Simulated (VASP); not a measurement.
Method: PBE GGA, VASP's PBE PAW potentials (set 64) (plane waves; VASP).

VASP ran on this input.

**POSCAR**
```
Co
1
    2.3170220000     0.0000000000     0.0000000000
    0.0000000000     2.3170220000     0.0000000000
    0.0000000000     0.0000000000     2.3170220000
Co
1
Direct
  0.0000000000   0.0000000000   0.0000000000
```

### INCAR
```
LORBIT  =  10
LCHARG  =  .False.
ISMEAR  =  1
PREC  =  Accurate
AMIX  =  0.6
SIGMA  =  0.1
LASPH  =  .True.   ! aspherical one-centre terms
MAGMOM  =  3.0
BMIX  =  0.0001
GGA  =  PE   ! PBE
ENCUT  =  400   ! plane-wave cut-off (eV)
ISPIN  =  2
EDIFF  =  1E-6   ! SCF stop (eV)
LREAL  =  .False.   ! projection in real space or not
LWAVE  =  .False.
NELM  =  100   ! most electronic steps
ALGO  =  Normal   ! blocked Davidson
ISIF  =  2   ! forces and stress, cell fixed
LMAXMIX  =  4   ! l cut-off of mixed one-centre charges
SYSTEM  =  Co
IMIX  =  1
```

KPOINTS:
```
Automatic mesh
0
Gamma
14 14 14
0 0 0
```

POTCAR, in this order: Co (PBE.64 set). Program: vasp_std.

The resulting files:

**OUTCAR**
```
 ion  position               nearest neighbor table
   1  0.000  0.000  0.000-
  LATTYP: Found a simple cubic cell.
 ALAT       =     2.3170220000
 Subroutine PRICEL returns:
 Original cell was already a primitive cell.
 Subroutine GETGRP returns: Found 48 space group operations
The static configuration has the point symmetry O_h .
The dynamic configuration has the point symmetry O_h .
The overall configuration has the point symmetry O_h .
 Subroutine INISYM returns: Found 48 space group operations
 Subroutine IBZKPT returns following result:
 Found    120 irreducible k-points:

 Following reciprocal coordinates:
            Coordinates               Weight
  0.000000  0.000000  0.000000      1.000000
  0.071429  0.000000  0.000000      6.000000
  0.142857  0.000000  0.000000      6.000000
  0.214286  0.000000  0.000000      6.000000
  0.285714  0.000000  0.000000      6.000000
  0.357143  0.000000  0.000000      6.000000
  0.428571  0.000000  0.000000      6.000000
  0.500000  0.000000  0.000000      3.000000
  0.071429  0.071429  0.000000     12.000000
  0.142857  0.071429  0.000000     24.000000
  0.214286  0.071429  0.000000     24.000000
  0.285714  0.071429  0.000000     24.000000
  0.357143  0.071429  0.000000     24.000000
  0.428571  0.071429  0.000000     24.000000
  0.500000  0.071429  0.000000     12.000000
  0.142857  0.142857  0.000000     12.000000
  0.214286  0.142857  0.000000     24.000000
  0.285714  0.142857  0.000000     24.000000
  0.357143  0.142857  0.000000     24.000000
  0.428571  0.142857  0.000000     24.000000
  0.500000  0.142857  0.000000     12.000000
  0.214286  0.214286  0.000000     12.000000
  0.285714  0.214286  0.000000     24.000000
  0.357143  0.214286  0.000000     24.000000
...
```

OSZICAR:
```
       N       E                     dE             d eps       ncg     rms          rms(c)
DAV:   1     0.203560050342E+02    0.20356E+02   -0.37108E+03  4896   0.909E+02
DAV:   2    -0.631335844394E+01   -0.26669E+02   -0.25142E+02  4916   0.137E+02
DAV:   3    -0.685162219799E+01   -0.53826E+00   -0.53694E+00  5444   0.244E+01
DAV:   4    -0.685877483651E+01   -0.71526E-02   -0.71503E-02  5788   0.252E+00
DAV:   5    -0.685898904216E+01   -0.21421E-03   -0.21420E-03  5758   0.379E-01    0.951E+00
DAV:   6    -0.781031639911E+01   -0.95133E+00   -0.27499E+01  5280   0.805E+01    0.111E+01
DAV:   7    -0.937891471062E+01   -0.15686E+01   -0.63785E+01  5314   0.100E+02    0.169E+01
DAV:   8    -0.122890265501E+02   -0.29101E+01   -0.10909E+02  5240   0.162E+02    0.308E+01
DAV:   9    -0.170622733300E+02   -0.47732E+01   -0.21973E+02  5340   0.163E+02    0.491E+01
DAV:  10    -0.273669744756E+02   -0.10305E+02   -0.41462E+02  5058   0.310E+02    0.713E+01
DAV:  11    -0.309711108422E+02   -0.36041E+01   -0.53643E+02  5390   0.211E+02    0.899E+01
DAV:  12    -0.444826436543E+02   -0.13512E+02   -0.78865E+02  4982   0.445E+02    0.119E+02
DAV:  13    -0.351614461817E+02    0.93212E+01   -0.67208E+02  5496   0.225E+02    0.144E+02
DAV:  14    -0.489970515705E+02   -0.13836E+02   -0.89426E+02  5044   0.468E+02    0.197E+02
DAV:  15    -0.409630076326E+02    0.80340E+01   -0.70431E+02  5464   0.227E+02    0.268E+02
DAV:  16    -0.538380404477E+02   -0.12875E+02   -0.91513E+02  5186   0.483E+02    0.362E+02
DAV:  17    -0.335048999871E+02    0.20333E+02   -0.67703E+02  5740   0.206E+02    0.504E+02
DAV:  18    -0.468337130496E+02   -0.13329E+02   -0.80474E+02  5168   0.460E+02    0.700E+02
DAV:  19    -0.371061926196E+02    0.97275E+01   -0.66400E+02  5750   0.222E+02    0.962E+02
DAV:  20    -0.356042787620E+02    0.15019E+01   -0.80656E+02  5340   0.457E+02    0.133E+03
DAV:  21    -0.795495927760E+03   -0.75989E+03   -0.86049E+03  6094   0.215E+02    0.184E+03
DAV:  22    -0.394695188902E+05   -0.38674E+05   -0.39590E+05  5946   0.452E+02    0.256E+03
DAV:  23    -0.165385222779E+07   -0.16144E+07   -0.16541E+07  6972   0.249E+02    0.355E+03
DAV:  24    -0.235436344930E+07   -0.70051E+06   -0.23546E+07  6592   0.465E+02    0.494E+03
DAV:  25    -0.120249868276E+08   -0.96706E+07   -0.12026E+08  6884   0.306E+02    0.689E+03
DAV:  26    -0.300020695613E+08   -0.17977E+08   -0.30003E+08  6062   0.387E+02    0.966E+03
DAV:  27    -0.106555642713E+09   -0.76554E+08   -0.10656E+09  6380   0.360E+02    0.135E+04
```

stdout:
```
...
 WARNING: Sub-Space-Matrix is not hermitian in DAV            5
   18.1245704057556
 WARNING: Sub-Space-Matrix is not hermitian in DAV            6
  -1.79550082774461
 WARNING: Sub-Space-Matrix is not hermitian in DAV            7
   3.27322020743659
 WARNING: Sub-Space-Matrix is not hermitian in DAV            8
 -0.206136603881393
 WARNING: Sub-Space-Matrix is not hermitian in DAV            9
   84.6962994246024
 WARNING: Sub-Space-Matrix is not hermitian in DAV           10
  -3.88503220376652
 WARNING: Sub-Space-Matrix is not hermitian in DAV           11
   74.2994791018378
 WARNING: Sub-Space-Matrix is not hermitian in DAV           12
  0.899149390187095
 WARNING: Sub-Space-Matrix is not hermitian in DAV           13
   4.50530042322713
 WARNING: Sub-Space-Matrix is not hermitian in DAV           14
  0.926999650992907
 WARNING: Sub-Space-Matrix is not hermitian in DAV           15
   4.87595310791181
 WARNING: Sub-Space-Matrix is not hermitian in DAV           16
 -0.220552771254764

 -----------------------------------------------------------------------------
|                                                                             |
|     EEEEEEE  RRRRRR   RRRRRR   OOOOOOO  RRRRRR      ###     ###     ###     |
|     E        R     R  R     R  O     O  R     R     ###     ###     ###     |
|     E        R     R  R     R  O     O  R     R     ###     ###     ###     |
|     EEEEE    RRRRRR   RRRRRR   O     O  RRRRRR       #       #       #      |
|     E        R   R    R   R    O     O  R   R                               |
|     E        R    R   R    R   O     O  R    R      ###     ###     ###     |
|     EEEEEEE  R     R  R     R  OOOOOOO  R     R     ###     ###     ###     |
|                                                                             |
|     EDDAV: Call to ZHEGV failed. Returncode = 10 2 16                       |
|                                                                             |
|       ---->  I REFUSE TO CONTINUE WITH THIS SICK JOB ... BYE!!! <----       |
|                                                                             |
 -----------------------------------------------------------------------------
```

VASP stops with an error: EDDAV: Call to ZHEGV failed. Returncode = 10 2 16 ----> I REFUSE TO CONTINUE WITH THIS SICK JOB ... BYE!!! <----

The structure was generated: Co was put into the simple-cubic type (Pm-3m), which need not be its known phase. The cell was not relaxed at this level. The run is one of a series of settings (AMIX = 0.6, BMIX = 0.0001, IMIX = 1 against the base run), some of them coarse on purpose.
